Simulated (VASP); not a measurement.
All values below come from PBEsol GGA, VASP's PBE PAW potentials (set 64) (plane waves; VASP 6.6.1).

The input files of a VASP run:

POSCAR:
```
K
1
   -2.1975526919     2.1975526919     2.1975526919
    2.1975526919    -2.1975526919     2.1975526919
    2.1975526919     2.1975526919    -2.1975526919
K
1
Direct
  1.0000000000   1.0000000000   1.0000000000
```

### KPOINTS
```
Regular mesh
0
G
  12 12 12
```

INCAR:
```
# general
SYSTEM   =  K
PREC     =  Accurate
ENCUT    =  500
LREAL    =  .FALSE.
LASPH    =  .TRUE.

# electronic loop
EDIFF    =  1E-6
NELM     =  100
ALGO     =  Normal

# smearing
ISMEAR   =  1
SIGMA    =  0.1

# functional
GGA      =  PS

# ions
IBRION   =  2
NSW      =  40
ISIF     =  3
EDIFFG   =  -0.02
PSTRESS  =  100

# output
LWAVE    =  .FALSE.
LCHARG   =  .FALSE.
```

POTCAR, in this order: K_sv (PBE.64 set). Program: vasp_std.

Output

OUTCAR:
```
 ion  position               nearest neighbor table
   1  0.000  0.000  0.000-
  LATTYP: Found a body centered cubic cell.
 ALAT       =     4.3951053838
 Subroutine PRICEL returns:
 Original cell was already a primitive cell.
 Subroutine GETGRP returns: Found 48 space group operations
The static configuration has the point symmetry O_h .
The dynamic configuration has the point symmetry O_h .
 Subroutine INISYM returns: Found 48 space group operations
 Subroutine IBZKPT returns following result:
 Found     72 irreducible k-points:

 Following reciprocal coordinates:
            Coordinates               Weight
  0.000000  0.000000  0.000000      1.000000
  0.083333  0.000000  0.000000     12.000000
  0.166667  0.000000  0.000000     12.000000
  0.250000  0.000000  0.000000     12.000000
  0.333333  0.000000  0.000000     12.000000
  0.416667  0.000000  0.000000     12.000000
  0.500000  0.000000  0.000000      6.000000
  0.083333  0.083333  0.000000     24.000000
  0.166667  0.083333 -0.000000     48.000000
  0.250000  0.083333  0.000000     48.000000
  0.333333  0.083333 -0.000000     48.000000
  0.416667  0.083333 -0.000000     48.000000
  0.166667  0.166667  0.000000     24.000000
  0.250000  0.166667  0.000000     48.000000
  0.333333  0.166667 -0.000000     48.000000
  0.416667  0.166667  0.000000     24.000000
  0.250000  0.250000  0.000000     24.000000
  0.333333  0.250000  0.000000     48.000000
  0.333333  0.333333  0.000000      8.000000
  0.083333  0.083333  0.083333      8.000000
  0.166667  0.083333  0.083333     24.000000
  0.250000  0.083333  0.083333     24.000000
  0.333333  0.083333  0.083333     24.000000
  0.416667  0.083333  0.083333     12.000000
 -0.083333  0.083333  0.083333      6.000000
...
```

File OSZICAR:
```
       N       E                     dE             d eps       ncg     rms          rms(c)
DAV:   1     0.459868040374E+02    0.45987E+02   -0.40957E+03  1160   0.926E+02
DAV:   2     0.296007027843E+00   -0.45691E+02   -0.45412E+02  1176   0.224E+02
DAV:   3    -0.817822330230E+00   -0.11138E+01   -0.11065E+01  1840   0.329E+01
DAV:   4    -0.845042506800E+00   -0.27220E-01   -0.27219E-01  1688   0.343E+00
DAV:   5    -0.845123480567E+00   -0.80974E-04   -0.80974E-04  1944   0.177E-01    0.414E+00
DAV:   6    -0.838012526959E+00    0.71110E-02   -0.13809E-02  1544   0.117E+00    0.274E+00
DAV:   7    -0.837533965307E+00    0.47856E-03   -0.19153E-02  1488   0.128E+00    0.215E-01
DAV:   8    -0.837222077485E+00    0.31189E-03   -0.27922E-03  1704   0.659E-01    0.702E-02
DAV:   9    -0.837223245350E+00   -0.11679E-05   -0.24356E-05  1800   0.396E-02    0.549E-02
DAV:  10    -0.837224511122E+00   -0.12658E-05   -0.12377E-05  1800   0.333E-02    0.331E-03
DAV:  11    -0.837224736287E+00   -0.22517E-06   -0.59704E-07  1288   0.934E-03
   1 F= 0.18122959E+01 E0= 0.18124720E+01  d E =0.181230E+01
       N       E                     dE             d eps       ncg     rms          rms(c)
DAV:   1    -0.345009639594E+01   -0.26129E+01   -0.76192E+01  1296   0.105E+02    0.126E+01
DAV:   2    -0.825717031660E+00    0.26244E+01   -0.59738E+00  1232   0.303E+01    0.468E+00
DAV:   3    -0.423475295613E+00    0.40224E+00   -0.24200E+00  1816   0.141E+01    0.162E+00
DAV:   4    -0.459846251243E+00   -0.36371E-01   -0.81472E-02  1784   0.197E+00    0.106E+00
DAV:   5    -0.491095900237E+00   -0.31250E-01   -0.36616E-02  1752   0.786E-01    0.394E-01
DAV:   6    -0.496007914880E+00   -0.49120E-02   -0.79709E-03  1808   0.565E-01    0.432E-02
DAV:   7    -0.495994406423E+00    0.13508E-04   -0.62754E-05  1592   0.768E-02    0.392E-02
DAV:   8    -0.495996434678E+00   -0.20283E-05   -0.31731E-05  1760   0.269E-02    0.829E-03
DAV:   9    -0.495995274723E+00    0.11600E-05   -0.75475E-07  1008   0.104E-02    0.263E-03
DAV:  10    -0.495995486433E+00   -0.21171E-06   -0.29327E-08   784   0.216E-03
   2 F= 0.16747801E+01 E0= 0.16751840E+01  d E =-.137516E+00
       N       E                     dE             d eps       ncg     rms          rms(c)
DAV:   1    -0.482947778593E+00    0.13047E-01   -0.11794E-01  1216   0.421E+00    0.510E-01
DAV:   2    -0.479398878380E+00    0.35489E-02   -0.10673E-02  1344   0.133E+00    0.183E-01
DAV:   3    -0.478527695626E+00    0.87118E-03   -0.42041E-03  1736   0.588E-01    0.158E-01
DAV:   4    -0.478622999567E+00   -0.95304E-04   -0.11290E-04  1848   0.117E-01    0.494E-02
DAV:   5    -0.478662989429E+00   -0.39990E-04   -0.16435E-04  1592   0.829E-02    0.136E-02
DAV:   6    -0.478666261794E+00   -0.32724E-05   -0.24732E-06  1608   0.139E-02    0.422E-03
DAV:   7    -0.478666378999E+00   -0.11721E-06   -0.23864E-07   672   0.514E-03
   3 F= 0.16745376E+01 E0= 0.16749269E+01  d E =-.137758E+00
```

**OUTCAR**
```
------------------------ aborting loop because EDIFF is reached ----------------------------------------
  FORCE on cell =-STRESS in cart. coord.  units (eV):
  Direction    XX          YY          ZZ          XY          YZ          ZX
  --------------------------------------------------------------------------------------
  Total        2.1492409      2.1492409      2.1492409     -0.0000000      0.0000000      0.0000000
  in kB       99.8159454     99.8159454     99.8159454     -0.0000000      0.0000000      0.0000000
  external PRESSURE =      -0.1840546 kB  Pullay stress =     100.0000000 kB
  volume of cell :       34.50
      direct lattice vectors                 reciprocal lattice vectors
    -2.050746226  2.050746226  2.050746226     0.000000000  0.243813688  0.243813688
     2.050746226 -2.050746226  2.050746226     0.243813688  0.000000000  0.243813688
     2.050746226  2.050746226 -2.050746226     0.243813688  0.243813688  0.000000000
 POSITION                                       TOTAL-FORCE (eV/Angst)
 -----------------------------------------------------------------------------------
      0.00000      0.00000      0.00000        -0.000000     -0.000000      0.000000
 -----------------------------------------------------------------------------------
    total drift:                                0.000000     -0.000000      0.000000
  FREE ENERGIE OF THE ION-ELECTRON SYSTEM (eV)
  ---------------------------------------------------
  free  energy   TOTEN  =        -0.4786663790 eV

  energy  without entropy=       -0.4774983279  energy(sigma->0) =       -0.47827703
  enthalpy is  TOTEN    =         1.6745375909 eV   P V=        2.1532039699

 reached required accuracy - stopping structural energy minimisation
```
(Selected blocks of OUTCAR.)

**CONTCAR**
```
K
   1.00000000000000
    -2.0507462259436675    2.0507462259436675    2.0507462259436675
     2.0507462259436675   -2.0507462259436675    2.0507462259436675
     2.0507462259436675    2.0507462259436675   -2.0507462259436675
  K
     1
Direct
     0.0000000000000000    0.0000000000000000    0.0000000000000000
```

Energy and stress use the plane-wave basis of the starting cell.

The compound is K in the bcc structure. This run relaxes it under an external pressure of 10 GPa. Symmetry was kept, so distortions that lower it aren't found.
